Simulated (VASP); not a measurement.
Set up this calculation in VASP 6.6.1, as the native input.

```yaml
Task: relaxation of cell and atoms
Functional: PBE
Potentials_or_basis: VASP PAW PBE potentials, release 64 (B, Bi_d)
Cutoff: 600 eV
k_mesh: 6 × 6 × 4
Occupations: gaussian, width 0.1 eV
Spin: no spin polarisation
Dipole_correction: no
Further_INCAR_settings: ALGO = Fast; EDIFF = 1e-06; IBRION = 2; EDIFFG = -0.04; NSW = 90; ISIF = 3
```

The structure of BiB5 lies in POSCAR:

```
BiB5
1.0
    4.7392490500      0.0000000000      0.0000000000
   -2.3696245300      4.1043100700      0.0000000000
    0.0000000000      0.0000000000      3.8275725600
B Bi
5 1
Direct
    0.6666666700      0.3333333300      0.0000000000
    0.5000000000      0.0000000000      0.5000000000
    0.5000000000      0.5000000000      0.5000000000
    0.0000000000      0.5000000000      0.5000000000
    0.3333333300      0.6666666700      0.0000000000
    0.0000000000      0.0000000000      0.0000000000
```

The cell was built by a generator and needn't be a form met in nature.

The cell isn't the ideal one: species swapped into the SrPd5 type (P6/mmm, No. 191).

One way to write it, as run:

INCAR

```
SYSTEM = BiB5
  PREC = Accurate
  ENCUT = 600
  EDIFF = 1E-6
  ISMEAR = 0
  SIGMA = 0.1
  LREAL = .FALSE.
  LASPH = .TRUE.
  NELM = 80
  ALGO = Fast
  ISIF = 3
  LWAVE = .FALSE.
  LCHARG = .FALSE.
  GGA = PE
  IBRION = 2
  NSW = 90
  EDIFFG = -0.04
```

KPOINTS

```
Automatic mesh
0
G
  6 6 4
  0 0 0
```

Potentials or basis: VASP PAW PBE potentials, release 64 (B, Bi_d).

Launch:

```bash
$ cat potpaw_PBE.64/B/POTCAR potpaw_PBE.64/Bi_d/POTCAR > POTCAR
$ mpirun -np 1 vasp_std > vasp.out
```

Results of the run:

```
Relaxed volume                         : 9.82 Å³/atom
Relaxed cell                           : a = 4.771 Å, b = 4.771 Å, c = 2.989 Å, α = 90.00°, β = 90.00°, γ = 120.00°
Space group after relaxing (to 0.05 Å) : P6/mmm (No. 191)
Energy gained by relaxing              : 499.6 meV/atom
Ionic steps                            : 10
Pressure after relaxing                : 0.1 GPa
```

Caveat: the k mesh is coarse (spacing up to 0.41 Å⁻¹), so the values aren't converged; the volume moved by over 15 % at a fixed basis, so the end points are rough.

Wall time 4.2 min on 1 thread of Intel(R) Xeon(R) Platinum 8488C (Sapphire Rapids), on a shared host, peak memory 0.24 GiB.
